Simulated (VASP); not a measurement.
Computed with PBE GGA with D3 dispersion (Becke-Johnson damping), VASP's PBE PAW potentials (set 64) (plane waves; VASP).

Input for VASP

INCAR:
```
SYSTEM = FePt
PREC = Accurate
ENCUT = 520
EDIFF = 1E-7
NELM = 100
ALGO = Normal
LREAL = .FALSE.
LASPH = .TRUE.
ISMEAR = 1
SIGMA = 0.1
GGA = PE
IVDW = 12
LMAXMIX = 6
ISPIN = 2
MAGMOM = 2.9 0.3
LORBIT = 10
LWAVE = .FALSE.
LCHARG = .FALSE.
ISIF = 4
IBRION = 2
NSW = 30
EDIFFG = -0.01
```

**POSCAR**
```
FePt
1
    2.7531860657     0.0000000000     0.0000000000
    0.0000000000     2.7531860657     0.0000000000
    0.0000000000     0.0000000000     3.7965110646
Fe Pt
1 1
Direct
  0.0000000000   0.0000000000   0.0000000000
  0.5000000000   0.5000000000   0.5000000000
```

**KPOINTS**
```
Automatic mesh
0
Gamma
13 13 10
0 0 0
```

POTCAR, in this order: Fe Pt (PBE.64 set). Program: vasp_std.

Unless said otherwise, spin-orbit coupling is left out, though it shifts the bands of the heavy elements here.

What does the run give for the energy per atom (σ→0), cell moment, dispersion energy, band gap (on the k-mesh)?

| Quantity | Value |
|---|---|
| energy per atom (σ→0) | -7.910 eV/atom |
| cell moment | 3.31 μB |
| dispersion energy | -1.026 eV |
| band gap (on the k-mesh) | none (metal, semimetal or under 0.01 eV) |

File OSZICAR:
```
...
DAV:   1    -0.147945885698E+02   -0.19214E-03   -0.84252E-03 11291   0.744E-01    0.790E-02
DAV:   2    -0.147945348626E+02    0.53707E-04   -0.40153E-04 13593   0.478E-01    0.927E-02
DAV:   3    -0.147944772922E+02    0.57570E-04   -0.21208E-04 12849   0.397E-01    0.433E-02
DAV:   4    -0.147944575959E+02    0.19696E-04   -0.33416E-05 13671   0.668E-02    0.168E-02
DAV:   5    -0.147944569284E+02    0.66749E-06   -0.28483E-06 14429   0.317E-02    0.549E-03
DAV:   6    -0.147944567471E+02    0.18132E-06   -0.17818E-07  8003   0.435E-03    0.245E-03
DAV:   7    -0.147944566973E+02    0.49723E-07   -0.36575E-08  5754   0.236E-03
   2 F= -.15820706E+02 E0= -.15820347E+02  d E =-.527475E-04  mag=     3.3144
```

The compound is FePt in the L1_0 structure. This cell is one point of a volume scan, at 1.06 of the reference volume. Symmetry was kept, so distortions that lower it aren't found.
